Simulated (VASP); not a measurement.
The input files of a VASP run:

File KPOINTS:
```
Automatic mesh
0
G
15 15 15
```

### POSCAR
```
Ag
2.9328940
  0.0000000000   0.7071066700   0.7071066700
  0.7071066700   0.0000000000   0.7071066700
  0.7071066700   0.7071066700   0.0000000000
Ag
1
direct
  0.0000000000   0.0000000000   1.0000000000
```

**INCAR**
```
ALGO = Normal
EDIFF = 1E-7
ENCUT = 520
GGA = RE
ISIF = 2
ISMEAR = 1
LASPH = .TRUE.
LCHARG = .FALSE.
LMAXMIX = 4
LREAL = .FALSE.
LWAVE = .FALSE.
NELM = 100
PREC = Accurate
SIGMA = 0.1
SYSTEM = Ag
```

POTCAR, in this order: Ag (PBE.64 set). Program: vasp_std.

Q: Translate this revPBE calculation to Ansatz.

A: One equivalent input (not run):
Ansatz 0.2 input:
```yaml
crystal:
  lattice:
    - [0.0000000, 2.0738689, 2.0738689]
    - [2.0738689, 0.0000000, 2.0738689]
    - [2.0738689, 2.0738689, 0.0000000]
  atoms:
    - { symbol: Ag, position: [0.0000000, 0.0000000, 1.0000000] }
kpoints:
  mp_grid: { grid: [15, 15, 15] }
hamiltonian:
  xc: revpbe
  pseudopotentials: { kind: paw }
scf:
  occupations: { method: methfessel_paxton, width: 0.1 }
  max_iter: 100
output: { forces: true, stress: true, eigenvalues: true }
```
The two are equivalent in intent, not identical: each code has its own PAW files, so the cut-off isn't converted (ENCUT is set for VASP's; basis.ecutwfc is left out, and Ansatz then takes the one that its files recommend); Ansatz stops its SCF on the density residual and VASP on the energy change (EDIFF).

The compound is Ag in the fcc structure. This cell is one point of a volume scan, at 0.97 of the reference volume.
